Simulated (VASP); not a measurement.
```
CELL_PARAMETERS angstrom
     -0.07615     3.95377     4.00897
      3.95377    -0.07615     4.00897
      1.93881     1.93881     0.00000
ATOMIC_POSITIONS crystal
  Rh 0.00000 0.00000 0.00000
  Ag 0.00000 0.50000 0.00000
  Ag 0.50000 0.00000 0.00000
  Ag 0.50000 0.50000 0.00000
```

These are PBEsol GGA, VASP's PBE PAW potentials (set 64) (plane waves; VASP) values and carry that method's errors. Run with 400 eV cut-off, 8×8×15 Γ-centred mesh, tetrahedra with Blöchl corrections, potentials Rh_pv Ag.

Question: Tabulate the total density of states (states/eV per cell) against energy (eV; zero at the valence-band maximum or, without a gap, the Fermi level).

Answer: 
(E (eV), DOS (states/eV)): (-9.98, 0.00); (-9.38, 0.00); (-8.90, 0.00); (-8.30, 0.00); (-7.70, 0.14); (-7.22, 0.33); (-6.62, 1.08); (-6.02, 8.63); (-5.54, 11.0); (-4.94, 9.11); (-4.34, 9.76); (-3.86, 10.5); (-3.26, 5.60); (-2.66, 4.57); (-2.18, 3.02); (-1.58, 4.45); (-0.98, 5.43); (-0.50, 2.72); (0.10, 2.58); (0.70, 1.32); (1.18, 1.16); (1.78, 1.10); (2.38, 1.23); (2.86, 1.04); (3.46, 0.95)
Within 2 eV below the Fermi level the largest weight inside VASP's projection spheres is Rh d, then Ag d.

The structure was generated: Ag3Rh was put into an ordered model structure (Cmmm), which need not be its known phase. It was relaxed first.
